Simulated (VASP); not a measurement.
Input for VASP

INCAR:
```
! general
SYSTEM  = HgSe
PREC    = Accurate
ENCUT   = 480
LREAL   = .False.
LASPH   = .True.

! electronic loop
EDIFF   = 1E-7
NELM    = 100
ALGO    = Normal
LMAXMIX = 6

! smearing
ISMEAR  = 1
SIGMA   = 0.1

! functional
GGA     = PS

! ions
IBRION  = 2
NSW     = 40
ISIF    = 3
EDIFFG  = -0.01
PSTRESS = 10

! output
LWAVE   = .False.
LCHARG  = .False.
```

**KPOINTS**
```
Automatic
0
Gamma
  10 10 10
```

**POSCAR**
```
HgSe
1
    0.0000000000     3.0535056321     3.0535056321
    3.0535056321     0.0000000000     3.0535056321
    3.0535056321     3.0535056321     0.0000000000
Hg Se
1 1
Direct
  0.0000000000   0.0000000000   0.0000000000
  0.2500000000   0.2500000000   0.2500000000
```

POTCAR, in this order: Hg Se (PBE.64 set). Program: vasp_std.

### Question
Translate this PBEsol calculation to Quantum ESPRESSO's pw.x.

### Answer
One equivalent input (not run):
```
&CONTROL
  calculation = 'vc-relax'
  pseudo_dir = './pseudo'
  outdir = './out'
  tprnfor = .true.
  tstress = .true.
  nstep = 40
  forc_conv_thr = 0.00039
/
&SYSTEM
  ibrav = 0
  nat = 2
  ntyp = 2
  ecutwfc = 86
  occupations = 'smearing'
  smearing = 'methfessel-paxton'
  degauss = 0.00735
  input_dft = 'pbesol'
/
&ELECTRONS
  conv_thr = 7.3e-09
  electron_maxstep = 100
/
&IONS
/
&CELL
  press = 10
/
ATOMIC_SPECIES
  Hg 200.592 Hg.upf
  Se 78.971 Se.upf
CELL_PARAMETERS angstrom
     0.0000000    3.0535056    3.0535056
     3.0535056    0.0000000    3.0535056
     3.0535056    3.0535056    0.0000000
ATOMIC_POSITIONS crystal
  Hg   0.0000000  0.0000000  0.0000000
  Se   0.2500000  0.2500000  0.2500000
K_POINTS automatic
  10 10 10 0 0 0
```
What does not carry over: the potentials are each code's own (VASP's PAW set, PseudoDojo norm-conserving files in pw.x), so ENCUT and ecutwfc are chosen apart and not converted; conv_thr bounds pw.x's estimated SCF error, while EDIFF bounds the energy change between steps; forc_conv_thr acts on force components and is met together with etot_conv_thr.

The compound is HgSe in the zinc blende structure. It was relaxed first under an external pressure of 1 GPa.
